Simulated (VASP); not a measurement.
## BC5: single point with PBE

The system is BC5.

```
C B
1.0
    -1.25260    3.86255    1.86714
     1.25260   -3.86255    1.86714
     1.25260    3.86255   -1.86714
C B
5 1
Cartesian
  0.0000 0.0000 3.0818
  0.0000 1.3012 0.1559
  0.0000 6.4239 0.1559
  1.2526 1.3317 1.0590
  1.2526 -1.3317 1.0590
  0.0000 3.8626 0.0903
```

The cell comes from a database or a generator and needn't be the stable form of this composition.

```yaml
Program: VASP 6.6.1
Task: single point
Functional: PBE
Potentials_or_basis: VASP PAW PBE potentials, release 64 (C, B)
Cutoff: 520 eV
k_mesh: 13 × 13 × 13
Occupations: fermi-dirac, width 0.05 eV
Spin: no spin polarisation
```

| Quantity | Value |
| --- | --- |
| Pressure | 0.0 GPa |
| Largest force | 0.077 eV/Å |
| Band gap on the k mesh | none (metal or under the smearing width) |

Forces in eV/Å, atoms in the order of the input:
```
C    0.000  0.000 -0.077
C    0.000  0.015  0.019
C    0.000 -0.015  0.019
C    0.000  0.006 -0.010
C    0.000 -0.006 -0.010
B    0.000  0.000  0.057
```

Stress tensor (GPa, compression positive):
```
-0.06  0.00  0.00
 0.00  0.23  0.00
 0.00  0.00 -0.13
```

Levels at points of the mesh, in eV from the Fermi level:
| k point | band 9 | band 10 | band 11 | band 12 | band 13 | band 14 | band 15 | band 16 |
| --- | --- | --- | --- | --- | --- | --- | --- | --- |
| (0.00, 0.00, 0.00) | -1.88 | 1.17 | 1.18 | 2.74 | 7.01 | 7.08 | 7.17 | 7.94 |

It took 6.3 min on 1 thread of Intel(R) Xeon(R) Platinum 8259CL CPU @ 2.50GHz (Skylake/Cascade Lake), on a shared host, peak memory 0.33 GiB.
